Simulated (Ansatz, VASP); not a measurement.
**Two plane-wave programs on TeW**

```
Te W
1.0
     3.33743    0.00000    0.00000
     0.00000    3.33743    0.00000
     0.00000    0.00000    3.33743
Te W
1 1
Direct
  0.00000 0.00000 0.00000
  0.50000 0.50000 0.50000
```

Alike in both runs: functional PBE; k mesh 16 × 16 × 16; occupations gaussian, width 0.1 eV; no spin polarisation.

Ansatz relaxed the structure, and its values are those at the end. VASP's run is a single point on that final structure, the one shown.

```csv
,VASP,Ansatz
version,VASP 6.6.1,Ansatz 0.2.0
potentials or method,"VASP PAW PBE potentials, release 64 (Te, W_sv)","scalar-relativistic, plane waves, PAW"
plane-wave cutoff (eV),520,420
valence electrons in the cell,20,30
```

|  | VASP | Ansatz | Ansatz less VASP |
| --- | --- | --- | --- |
| gap on the k mesh at the Fermi level (eV) | none | none | - |
| pressure (GPa) | 0.0 | 0.0 | -0.01 |

A gap of «none» marks a metal or a gap that the smearing closes. The two sets of potentials don't hold the same shells in valence.

The runs have no spin-orbit coupling, so splittings on Te, W are missing.
